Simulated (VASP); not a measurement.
# Mo8HS15 (a cell with a defect) in VASP: further runs

Runs on Mo8HS15 (a cell with a defect). Level: PBE. Tasks: electric field gradients.

All numbers are computed with VASP 6.6.1; they aren't measurements. Logs are shortened: lines on timing, memory, paths and dates and some standing lists are left out, and cuts for length are marked.

### 1 The crystal as given

The cell holds a defect, 24 atoms: a = 6.338 Å, b = 6.338 Å, c = 12.324 Å, α = 90.00°, β = 90.00°, γ = 120.00°.

### 2 Electric field gradients, PBE

The input, INCAR:

```
SYSTEM = Mo8HS15
PREC = Accurate ; ENCUT = 520
EDIFF = 1E-8 ; ISMEAR = -1
SIGMA = 0.01 ; LREAL = Auto
LASPH = .True. ; NELM = 100
ALGO = Fast ; ISIF = 2
LWAVE = .False. ; LCHARG = .False.
GGA = PE ; LEFG = .True.
NELECT = 202.0 ; NBANDS = 120
```

The input, KPOINTS:

```
Automatic mesh
0
Gamma
  4 4 2
  0 0 0
```

The input, POSCAR:

```
Mo8HS15
1.0
    6.3380000000      0.0000000000      0.0000000000
   -3.1690000000      5.4888690092      0.0000000000
    0.0000000000      0.0000000000     12.3240000000
Mo H S
8 1 15
Direct
    0.1666666666      0.3333333334      0.2500000000
    0.1666666666      0.8333333334      0.2500000000
    0.6666666666      0.3333333334      0.2500000000
    0.6666666666      0.8333333334      0.2500000000
    0.3333333334      0.1666666666      0.7500000000
    0.3333333334      0.6666666666      0.7500000000
    0.8333333334      0.1666666666      0.7500000000
    0.8333333334      0.6666666666      0.7500000000
    0.1666666666      0.3333333334      0.6230000000
    0.1666666666      0.8333333334      0.6230000000
    0.6666666666      0.3333333334      0.6230000000
    0.6666666666      0.8333333334      0.6230000000
    0.3333333334      0.1666666666      0.1230000000
    0.3333333334      0.6666666666      0.1230000000
    0.8333333334      0.1666666666      0.1230000000
    0.8333333334      0.6666666666      0.1230000000
    0.1666666666      0.3333333334      0.8770000000
    0.1666666666      0.8333333334      0.8770000000
    0.6666666666      0.3333333334      0.8770000000
    0.6666666666      0.8333333334      0.8770000000
    0.3333333334      0.1666666666      0.3770000000
    0.3333333334      0.6666666666      0.3770000000
    0.8333333334      0.1666666666      0.3770000000
    0.8333333334      0.6666666666      0.3770000000
```

Potentials or basis: VASP PAW PBE potentials, release 64 (Mo_sv, H, S).

Command:

```bash
> cat potpaw_PBE.64/Mo_sv/POTCAR potpaw_PBE.64/H/POTCAR potpaw_PBE.64/S/POTCAR > POTCAR
> mpirun -np 1 vasp_std > vasp.out
```

OUTCAR:

```text
SYSTEM = Mo8HS15
   PREC = Accurate
   ENCUT = 520
   EDIFF = 1E-8
   ISMEAR = -1
   LREAL = Auto
   LASPH = .True.
   NELM = 100
   ISIF = 2
   GGA = PE
   NELECT = 202.0

 ion  position               nearest neighbor table
   1  0.167  0.333  0.250-  15 2.41  23 2.41  22 2.41  14 2.41  13 2.41  21 2.41   3 3.17   3 3.17
                             4 3.17   2 3.17   2 3.17   4 3.17
   2  0.167  0.833  0.250-  16 2.41  24 2.41  21 2.41  13 2.41  22 2.41  14 2.41   4 3.17   4 3.17
                             1 3.17   1 3.17   3 3.17   3 3.17
   3  0.667  0.333  0.250-  13 2.41  21 2.41  16 2.41  24 2.41  23 2.41  15 2.41   1 3.17   1 3.17
                             4 3.17   4 3.17   2 3.17   2 3.17
   4  0.667  0.833  0.250-  14 2.41  22 2.41  15 2.41  23 2.41  16 2.41  24 2.41   2 3.17   2 3.17
                             3 3.17   3 3.17   1 3.17   1 3.17
   5  0.333  0.167  0.750-  11 2.41  19 2.41  18 2.41  10 2.41  17 2.41   7 3.17   7 3.17   6 3.17
                             6 3.17   8 3.17   8 3.17
   6  0.333  0.667  0.750-  12 2.41  20 2.41  17 2.41  18 2.41  10 2.41   8 3.17   8 3.17   7 3.17
                             5 3.17   5 3.17   7 3.17
   7  0.833  0.167  0.750-  17 2.41  12 2.41  20 2.41  19 2.41  11 2.41   5 3.17   5 3.17   6 3.17
                             8 3.17   8 3.17   6 3.17
   8  0.833  0.667  0.750-  10 2.41  18 2.41  11 2.41  19 2.41  12 2.41  20 2.41   6 3.17   6 3.17
                             7 3.17   7 3.17   5 3.17   5 3.17
   9  0.167  0.333  0.623-
  10  0.167  0.833  0.623-   8 2.41   5 2.41   6 2.41
  11  0.667  0.333  0.623-   5 2.41   8 2.41   7 2.41
  12  0.667  0.833  0.623-   6 2.41   7 2.41   8 2.41
  13  0.333  0.167  0.123-   3 2.41   2 2.41   1 2.41
  14  0.333  0.667  0.123-   4 2.41   1 2.41   2 2.41
  15  0.833  0.167  0.123-   1 2.41   4 2.41   3 2.41
  16  0.833  0.667  0.123-   2 2.41   3 2.41   4 2.41
  17  0.167  0.333  0.877-   7 2.41   6 2.41   5 2.41
  18  0.167  0.833  0.877-   8 2.41   5 2.41   6 2.41
  19  0.667  0.333  0.877-   5 2.41   8 2.41   7 2.41
  20  0.667  0.833  0.877-   6 2.41   7 2.41   8 2.41
  21  0.333  0.167  0.377-   3 2.41   2 2.41   1 2.41
  22  0.333  0.667  0.377-   4 2.41   1 2.41   2 2.41
  23  0.833  0.167  0.377-   1 2.41   4 2.41   3 2.41
  24  0.833  0.667  0.377-   2 2.41   3 2.41   4 2.41

  LATTYP: Found a hexagonal cell.
 ALAT       =     6.3380000000
 C/A-ratio  =     1.9444619754

  Lattice vectors:

 A1 = (   6.3380000000,   0.0000000000,   0.0000000000)
 A2 = (  -3.1690000000,   5.4888690092,   0.0000000000)
 A3 = (   0.0000000000,   0.0000000000,  12.3240000000)

Analysis of symmetry for initial positions (statically):
=====================================================================
 Subroutine PRICEL returns:
 Original cell was already a primitive cell.

 Routine SETGRP: Setting up the symmetry group for a
 hexagonal supercell.

 Subroutine GETGRP returns: Found  6 space group operations
 (whereof  2 operations were pure point group operations)
 out of a pool of 24 trial point group operations.

The static configuration has the point symmetry C_1h.
 The point group associated with its full space group is C_3v.

Analysis of symmetry for dynamics (positions and initial velocities):
=====================================================================
 Subroutine PRICEL returns:
 Original cell was already a primitive cell.

 Routine SETGRP: Setting up the symmetry group for a
 hexagonal supercell.

 Subroutine GETGRP returns: Found  6 space group operations
 (whereof  2 operations were pure point group operations)
 out of a pool of 24 trial point group operations.

The dynamic configuration has the point symmetry C_1h.
 The point group associated with its full space group is C_3v.

 Subroutine INISYM returns: Found  6 space group operations
 (whereof  2 operations are pure point group operations),
 and found     1 'primitive' translations

----------------------------------------------------------------------------------------

                                     Primitive cell

  volume of cell :     428.7329

  direct lattice vectors                    reciprocal lattice vectors
     6.338000000  0.000000000  0.000000000     0.157778479  0.091093447  0.000000000
    -3.169000000  5.488869009  0.000000000     0.000000000  0.182186895  0.000000000
[... 127 lines left out ...]
   ISMEAR =    -1;   SIGMA  =   0.01  broadening in eV -4-tet -1-fermi 0-gaus
   EFERMI_NEDOS =   21; number of points for ismear=-14 and -15
   IALGO  =     68    algorithm
   IMIX   =      4    mixing-type and parameters
     AMIX     =   0.40;   BMIX     =  1.00
     AMIX_MAG =   1.60;   BMIX_MAG =  1.00
  volume/ion in A,a.u.               =      17.86       120.55
  Fermi-wavevector in a.u.,A,eV,Ry     =   1.273883  2.407291 22.079249  1.622779
  Thomas-Fermi vector in A             =   2.406682
   LORBIT       =      0    0 simple, 1 ext, 2 COOP (PROOUT), +10 PAW based schemes
   GGA     = PE    functional components
   LHFCALC =     F    Hartree Fock is set to
   AEXX    =    0.0000 exact exchange contribution
   IVDW    =     0    specifies the selected vdW correction
   LEPSILON=     F    determine dielectric tensor
   LRPA    =     F    only Hartree local field effects (RPA)
 non-spin polarized calculation
 RMM-DIIS sequential band-by-band and
  energy-cutoff  :      520.00
  volume of cell :      428.73
 maximum number of plane-waves:     11595
 NGX is ok and might be reduce to    48
   NGX = 23   NGY = 23   NGZ = 45

 number of electron     201.9999987 magnetization

 Free energy of the ion-electron system (eV)
  ---------------------------------------------------
  ext. energy  EPLUGINS =         0.00000000
  ---------------------------------------------------
  free energy    TOTEN  =      -177.78022445 eV

  energy without entropy =     -177.77606825  energy(sigma->0) =     -177.77814635

 E-fermi :   6.7331     XC(G=0): -10.6113

 val. band max:        6.7302095365   @ k =   0.5000   0.0000   0.5000
 cond. band min:       6.7386938804   @ k =   0.5000   0.0000   0.0000
 fundamental gap:      0.0084843439
 Fermi energy:         6.7330762645

 k-point     1 :       0.0000    0.0000    0.0000
  band No.  band energies     occupation
      1     -54.9095      2.00000
      2     -54.8780      2.00000
      3     -54.8780      2.00000
      4     -54.8075      2.00000
      5     -54.1293      2.00000
      6     -54.0926      2.00000
[... 917 lines left out ...]
    112       8.7284      0.00000
    113       8.9546      0.00000
 [bands above 113 left out]

------------------------ aborting loop because EDIFF is reached ----------------------------------------

  FORCE on cell =-STRESS in cart. coord.  units (eV):
  Direction    XX          YY          ZZ          XY          YZ          ZX
  --------------------------------------------------------------------------------------
  -------------------------------------------------------------------------------------
  Total      -13.3796354    -13.3796354    -12.6623937      0.0000000      0.0000000      0.0000000
  in kB      -49.9997774    -49.9997774    -47.3194409      0.0000000      0.0000000      0.0000000
  external PRESSURE =     -49.1063319 kB  Pullay stress =       0.0000000 kB

 VOLUME and BASIS-vectors are now :
 -----------------------------------------------------------------------------
  energy-cutoff  :      520.00
  volume of cell :      428.73
      direct lattice vectors                 reciprocal lattice vectors
     6.338000000  0.000000000  0.000000000     0.157778479  0.091093447  0.000000000
    -3.169000000  5.488869009  0.000000000     0.000000000  0.182186895  0.000000000
     0.000000000  0.000000000 12.324000000     0.000000000  0.000000000  0.081142486

 POSITION                                       TOTAL-FORCE (eV/Angst)
 -----------------------------------------------------------------------------------
     -0.00000      1.82962      3.08100        -0.000000     -0.000000     -0.010365
     -1.58450      4.57406      3.08100         0.008553      0.004938     -0.002339
      3.16900      1.82962      3.08100        -0.000000     -0.009876     -0.002339
      1.58450      4.57406      3.08100        -0.008553      0.004938     -0.002339
      1.58450      0.91481      9.24300        -0.497236      0.287079     -0.500085
      0.00000      3.65925      9.24300         0.000000     -0.574159     -0.500085
[... 16 lines left out ...]
      4.75350      0.91481      4.64615         0.007829      0.004520     -0.117256
      3.16900      3.65925      4.64615        -0.000000     -0.000000     -0.115169
 -----------------------------------------------------------------------------------
    total drift:                               -0.000001      0.000001      0.003930

  FREE ENERGIE OF THE ION-ELECTRON SYSTEM (eV)
  ---------------------------------------------------
  free  energy   TOTEN  =      -177.7802244532 eV

  energy  without entropy=     -177.7760682486  energy(sigma->0) =     -177.77814635

 Electric field gradients (V/A^2)
---------------------------------------------------------------------
 ion       V_xx      V_yy      V_zz      V_xy      V_xz      V_yz
---------------------------------------------------------------------
   1      36.777    36.776   -73.553    -0.001    -0.000     0.000
   2      36.809    36.973   -73.782    -0.144    -0.036    -0.021
   3      37.056    36.726   -73.782    -0.001     0.000     0.041
   4      36.809    36.973   -73.782     0.142     0.036    -0.021
   5      32.004    19.010   -51.013   -11.253    81.432   -47.015
   6      12.514    38.499   -51.013    -0.001    -0.000    94.030
[... 16 lines left out ...]
  23      24.559    24.874   -49.433    -0.272    -0.823    -0.475
  24      22.677    22.678   -45.355     0.000    -0.000     0.000
---------------------------------------------------------------------

 Electric field gradients after diagonalization (V/A^2)
 (convention: |V_zz| > |V_xx| > |V_yy|)
----------------------------------------------------------------------
 ion       V_xx      V_yy      V_zz     asymmetry (V_yy - V_xx)/ V_zz
----------------------------------------------------------------------
   1      36.778    36.776   -73.553       0.000
   2      37.056    36.726   -73.782       0.004
   3      37.056    36.726   -73.782       0.004
   4      37.055    36.727   -73.782       0.004
   5      97.882    12.513  -110.395       0.773
   6      97.881    12.514  -110.395       0.773
[... 16 lines left out ...]
  23      25.031    24.415   -49.446       0.012
  24      22.678    22.677   -45.355       0.000
----------------------------------------------------------------------

           NMR quadrupolar parameters

 Cq : quadrupolar parameter    Cq=e*Q*V_zz/h
 eta: asymmetry parameters     (V_yy - V_xx)/ V_zz
 Q  : nuclear electric quadrupole moment in mb (millibarn)
----------------------------------------------------------------------
 ion       Cq(MHz)       eta       Q (mb)
----------------------------------------------------------------------
   1      -0.178       0.000       1.000
   2      -0.178       0.004       1.000
   3      -0.178       0.004       1.000
   4      -0.178       0.004       1.000
   5      -0.267       0.773       1.000
   6      -0.267       0.773       1.000
[... 16 lines left out ...]
  23      -0.120       0.012       1.000
  24      -0.110       0.000       1.000
----------------------------------------------------------------------
```

It took 13 min on 1 thread of Intel Xeon 6975P-C (Granite Rapids), shared host; peak memory 0.64 GiB.

Results:

| Item | Value |
| --- | --- |
| Free energy | -177.7802 eV |
| Largest force | 1.722 eV/Å |
| Band gap on the k mesh | none (metal or under the smearing width) |

Forces on the atoms (eV/Å):
```
Mo   0.000  0.000 -0.010
Mo   0.009  0.005 -0.002
Mo   0.000 -0.010 -0.002
Mo  -0.009  0.005 -0.002
Mo  -0.497  0.287 -0.500
Mo   0.000 -0.574 -0.500
Mo   0.497  0.287 -0.500
Mo   0.000  0.000 -0.302
H    0.000  0.000  1.722
S   -0.025 -0.014  0.122
S    0.000  0.029  0.122
S    0.025 -0.014  0.122
S    0.003 -0.002  0.147
S    0.000  0.004  0.147
S   -0.003 -0.002  0.147
S    0.000  0.000  0.153
S    0.000  0.000 -0.479
S    0.379  0.219  0.028
S    0.000 -0.438  0.028
S   -0.379  0.219  0.028
S   -0.008  0.005 -0.117
S    0.000 -0.009 -0.117
S    0.008  0.005 -0.117
S    0.000  0.000 -0.115
```

Electric field gradients, principal values (V/Å²):
```csv
atom,Vxx,Vyy,Vzz
1 Mo,36.776,36.778,-73.553
2 Mo,36.726,37.056,-73.782
3 Mo,36.726,37.056,-73.782
4 Mo,36.727,37.055,-73.782
5 Mo,12.513,97.882,-110.395
6 Mo,12.514,97.881,-110.395
7 Mo,12.514,97.881,-110.395
8 Mo,47.699,47.701,-95.401
9 H,0.220,0.221,-0.441
10 S,7.993,31.849,-39.842
11 S,7.993,31.849,-39.842
12 S,7.994,31.848,-39.842
13 S,23.449,23.720,-47.169
14 S,23.448,23.720,-47.169
15 S,23.448,23.720,-47.169
16 S,23.486,23.487,-46.972
17 S,22.775,22.776,-45.551
18 S,15.398,49.941,-65.339
19 S,15.398,49.941,-65.339
20 S,15.398,49.941,-65.339
21 S,24.414,25.031,-49.446
22 S,24.415,25.031,-49.446
23 S,24.415,25.031,-49.446
24 S,22.677,22.678,-45.355
```

Caveat: the cell carries a net charge on a neutralising background, which shifts energy and pressure; the cell is charged against a uniform background, so pressure and absolute levels hang on convention.

[end of part 1 of 3]
